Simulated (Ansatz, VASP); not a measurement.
Be12Ga in VASP and in Ansatz

```
Be Ga
1.0
     4.58000    0.00000    0.00000
     2.29000    3.96640    0.00000
     0.00000    0.00000   14.58843
Be Ga
12 1
Direct
  0.00000 0.00000 0.06855
  0.50000 0.00000 0.06855
  0.00000 0.50000 0.06855
  0.50000 0.50000 0.06855
  0.83331 0.33330 0.19409
  0.33428 0.33147 0.19363
  0.83143 0.83431 0.19365
  0.33428 0.83428 0.19368
  0.99897 0.00216 0.31739
  0.49991 0.00022 0.32414
  0.99875 0.49924 0.31729
  0.50194 0.49921 0.31738
  0.16531 0.66675 0.47006
```

Alike in both runs: functional PBE; k mesh 6 × 6 × 1; occupations fermi-dirac, width 0.1 eV; no spin polarisation.

Ansatz relaxed the structure, and its values are those at the end. VASP's run is a single point on that final structure, the one shown.

|  | VASP | Ansatz |
| --- | --- | --- |
| version | VASP 6.6.1 | Ansatz 0.2.0 |
| potentials or method | VASP PAW PBE potentials, release 64 (Be, Ga_d) | scalar-relativistic, plane waves, PAW |
| plane-wave cutoff (eV) | 520 | 420 |
| valence electrons in the cell | 37 | 37 |

```tsv
	VASP	Ansatz	Ansatz less VASP
rms of the force components (eV/Å)	0.030	0.030	-0.0001
```

The functional is the same, so the differences come from potentials, cutoffs and numerics.
